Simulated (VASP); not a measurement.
GaAs:

```xyz
2
Lattice="0.0000 2.8751 2.8751 2.8751 0.0000 2.8751 2.8751 2.8751 0.0000" Properties=species:S:1:pos:R:3 pbc="T T T"
Ga    0.0000    0.0000    0.0000
As    4.3126    4.3126    4.3126
```

The cell is a database's computed one.

```yaml
Program: VASP 6.6.1
Task: relaxation of cell and atoms
Functional: LDA
Potentials_or_basis: VASP PAW LDA potentials, release 64 (Ga_d, As)
Cutoff: 600 eV
k_mesh: 12 × 12 × 12
Occupations: gaussian, width 0.1 eV
Spin: no spin polarisation
```

At the start: pressure -4.6 GPa; volume 23.77 Å³/atom.

Question: How do energy, volume and symmetry change on relaxing?

Answer: Over 5 steps the energy falls by 25.9 meV/atom and the volume is 22.10 Å³/atom (-7.0 %); space group F-43m (No. 216, to 0.05 Å).

Step by step:
| step | energy change (eV) | largest force (eV/Å) | pressure (GPa) | volume (Å³) |
| --- | --- | --- | --- | --- |
| 1 | 0.0000 | 0.0000 | -4.56 | 47.53 |
| 2 | -0.0449 | 0.0000 | 1.94 | 43.03 |
| 3 | -0.0519 | 0.0000 | 0.08 | 44.14 |
| 4 | -0.0519 | 0.0000 | -0.20 | 44.20 |
| 5 | -0.0519 | 0.0000 | -0.01 | 44.20 |

Final structure:
```
Ga As
1.0
     0.00000    2.80624    2.80624
     2.80624    0.00000    2.80624
     2.80624    2.80624    0.00000
Ga As
1 1
Direct
  0.00000 0.00000 0.00000
  0.75000 0.75000 0.75000
```
